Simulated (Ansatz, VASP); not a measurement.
# Cross-check of WSO between VASP and Ansatz, part 2 of 2

One calculation is typed for both programs; each brings its own data sets. How far apart do they land? Of the first pair: The structure shown is the start of the Ansatz relaxation below; VASP solves that cell, so the two are compared at the walk's first step.

VASP 6.6.1 and Ansatz 0.2.0.

So far. Step 4 (Side by side): The forces differ by 28 meV/Å r.m.s., which is 1.5 % of the r.m.s. force of 1.820 eV/Å (both taken over all components). With vacuum in the cell, a pressure given here is an average over mostly empty space and none of the material.

### Step 5. Ansatz: relaxation, PBEsol

Level of this step: Ansatz beside VASP: Kohn-Sham DFT, plane waves, PBEsol (Ansatz).

This run makes the geometry at which the two programs are then compared.

The structure compared here is the end of the Ansatz relaxation.

Input file input.yaml:

```yaml
crystal:
  lattice:
    - [3.6716301, 0.0, 0.0]
    - [-1.83581505, 3.1797249399, 0.0]
    - [0.0, 0.0, 33.2]
  atoms:
    - { symbol: W, position: [0.0, 0.0, 0.5] }
    - { symbol: O, position: [0.3333333333, 0.6666666667, 0.5449374378] }
    - { symbol: S, position: [0.6666666667, 0.3333333333, 0.4550625622] }
  periodic: [true, true, false]
kpoints:
  mp_grid: { grid: [6, 6, 1] }
hamiltonian:
  xc: pbesol
  pseudopotentials: { kind: paw, azcp: { folder: soft_1 }, xc_functional: pbe }
scf:
  occupations: { method: fermi_dirac, width: 0.02 }
relax:
  f_tol: 0.01
  max_steps: 100
  cell: {}
```

The run is started by

```sh
ansatz run input.yaml --threads 4 --pin off --max-ram 17510MiB --backend cpu --events-out ev --progress --plain --runs-dir out
```

Numbers of over 12 decimals in the logs are rounded to 6 here.

What it wrote:

```text
[...]
Crystal: 3 atoms, lattice volume = 387.602 Å³
Basis set: ecut = 420 eV, 7575 PW (Γ), exchange–correlation on 50×50×450 points (8 copies of the dense FFT grid, shifted against one another)
Bands: 17, of which v1, the nominal top of the filled ones, is band 13 counted from 1 (12 counted from 0)
Symmetry: 6 space group operations
[...]
k-points: 7 of 36 (time reversal used)
[...]
-0.000000       0.000000       0.000000
  P = ½ c Tr σ = 0.0243 N/m
--- Relaxed structure (10 steps of the walk, 10 accepted, 2 SCFs on fresh bases) ---
[...]
cell:  # Å, volume = 259.7759 Å³
    - [3.005835, 0, 0]
    - [-1.502917, 2.603129, 0]
    - [0, 0, 33.2]
  atoms:
    - { symbol: W, position: [1.0120932521241569e-18, 2.024186504248314e-18, 0.505239] }
    - { symbol: O, position: [0.333333, 0.666667, 0.539003] }
    - { symbol: S, position: [0.666667, 0.333333, 0.455758] }
[key lines of the parts left out:]
SCF converged after 8 iterations
Free energy (F): -11703.978495 eV
Fermi energy:    -5.203563 eV
```

### Step 6. VASP: single point, PBEsol, relaxed cell, pair 2

The same cell, functional, mesh and smearing now go to VASP, with its own data sets.

Input file INCAR:

```
SYSTEM = WSO
PREC = Accurate
ENCUT = 520
EDIFF = 1E-06
NELM = 120
ISMEAR = -1
SIGMA = 0.02
LREAL = .FALSE.
ALGO = Normal
GGA = PS
NBANDS = 15
LASPH = .TRUE.
LORBIT = 11
LWAVE = .FALSE.
LCHARG = .FALSE.
ISIF = 2
LDIPOL = .TRUE.
IDIPOL = 3
DIPOL = 0.5 0.5 0.5
LVHAR = .TRUE.
GGA_COMPAT = .FALSE.
NELMDL = -8
```

Input file POSCAR:

```
WSO
1.0
    3.0058348331      0.0000000000      0.0000000000
   -1.5029174166      2.6031293251      0.0000000000
    0.0000000000      0.0000000000     33.2000000000
W O S
1 1 1
Direct
    0.0000000000      0.0000000000      0.5052385732
    0.3333333333      0.6666666667      0.5390029830
    0.6666666667      0.3333333333      0.4557584437
```

Input file KPOINTS:

```
Automatic mesh
0
Gamma
6 6 1
0 0 0
```

The projector-augmented-wave data sets are W, O and S (PBE family, release 64).

The run is started by

```sh
mpirun -np 1 vasp_std
```

What it wrote:

```text
[banner, memory and clock lines left out]
running    1 mpi-ranks, on    1 nodes
[...]
[... a notice as in an earlier step ...]

 LDA part: xc-table for (Slater+PW92), standard interpolation
 POSCAR, INCAR and KPOINTS ok, starting setup
[...]
entering main loop
       N       E                     dE             d eps       ncg     rms          rms(c)
DAV:   1     0.158021170593E+03    0.15802E+03   -0.59819E+03   210   0.846E+02
DAV:   2    -0.606443661461E+01   -0.16409E+03   -0.14971E+03   373   0.177E+02
DAV:   3    -0.290329775898E+02   -0.22969E+02   -0.22714E+02   301   0.889E+01
DAV:   4    -0.294943939329E+02   -0.46142E+00   -0.45921E+00   273   0.154E+01
[...]
DAV:  25    -0.266239373528E+02   -0.41140E-05   -0.16547E-07   203   0.326E-03    0.232E-03
DAV:  26    -0.266239406583E+02   -0.33055E-05   -0.12180E-07   210   0.202E-03    0.208E-03
DAV:  27    -0.266239415164E+02   -0.85802E-06   -0.24817E-08   203   0.924E-04
   1 F= -.26623942E+02 E0= -.26623942E+02  d E =-.504258E-08
```

From OUTCAR (step 6):

```text
  Total        0.0160585      0.0160585      0.0337280     -0.0000000      0.0000000      0.0000000
  in kB        0.0990412      0.0990412      0.2080184     -0.0000000      0.0000000      0.0000000
  external PRESSURE =       0.1353670 kB  Pullay stress =       0.0000000 kB

 POSITION                                       TOTAL-FORCE (eV/Angst)
 -----------------------------------------------------------------------------------
      0.00000      0.00000     16.77392        -0.000000     -0.000000     -0.079904
     -0.00000      1.73542     17.89490         0.000000     -0.000000      0.074498
      1.50292      0.86771     15.13118        -0.000000      0.000000      0.005406
 -----------------------------------------------------------------------------------
    total drift:                                0.000000     -0.000000      0.000039

  FREE ENERGIE OF THE ION-ELECTRON SYSTEM (eV)
  ---------------------------------------------------
  free  energy   TOTEN  =       -26.6239415164 eV

  energy  without entropy=      -26.6239415113  energy(sigma->0) =      -26.62394151

[... 1 part as in an earlier step ...]

[... 2 further parts left out ...]
[key lines of the parts left out:]
E-fermi :  -3.3240
```

### Step 7. Side by side

What differs besides the data sets and the points named for the pairs above, as far as they apply: the data sets hold 26 valence electrons in Ansatz (on its PAW soft_1 files) and 18 in VASP. Total energies have different zeros and are not compared.

Forces (eV/Å; atoms numbered as in POSCAR):

| atom | Ansatz x, y, z | VASP x, y, z |
| --- | --- | --- |
| W1 | 0.000, 0.000, 0.010 | 0.000, 0.000, -0.080 |
| O2 | 0.000, 0.000, -0.009 | 0.000, 0.000, 0.074 |
| S3 | 0.000, 0.000, 0.000 | 0.000, 0.000, 0.005 |

The forces differ by 41 meV/Å r.m.s., where the r.m.s. force is 0.004 eV/Å in Ansatz and 0.036 eV/Å in VASP: the atoms lie near their places of rest in Ansatz, so a percentage would say little (all taken over all components). With vacuum in the cell, a pressure given here is an average over mostly empty space and none of the material.

### Step 8. What the set-up changes

Further runs change the set-up of one program: Ansatz's method, potentials or start, or VASP's data sets, cutoff or form of LDA. The table gives that difference for each run.

| run | r.m.s. force difference (meV/Å) |
| --- | --- |
| as above | 41 |
| VASP with the data sets W_sv, O and S | 59 |

### Step 9. What came out

* r.m.s. force difference (single point, PBEsol, start cell, pair 1): 1.5 % of the r.m.s. force
* r.m.s. force difference (single point, PBEsol, relaxed cell, pair 2): 41 meV/Å

In words: The r.m.s. force difference is 41 meV/Å (single point, PBEsol, relaxed cell, pair 2), beyond the 12 meV/Å picked in this series as the mark of a large difference. The data sets hold unlike numbers of valence electrons (26 in Ansatz and 18 in VASP), so part of the differences comes from the potentials. Single point, PBEsol, relaxed cell, pair 2, VASP with the data sets W_sv, O and S: r.m.s. force difference goes from 41 to 59 meV/Å. Such differences can come from data sets, numerical settings and the points named under the comparisons, not from the functional's error against experiment.

[Lines on the potential files, build, host, timing and source positions are cut from VASP's logs without a mark.]

[Logs are printed without paths, hosts, clocks, repeated set-up lines and the standing remarks that a program may print on its own settings, such as how far it seeks lower states.]

[Hosts, paths, dates, database ids (printed as entryN), source tags and the programs' standing remarks are cut or masked in the printed files.]
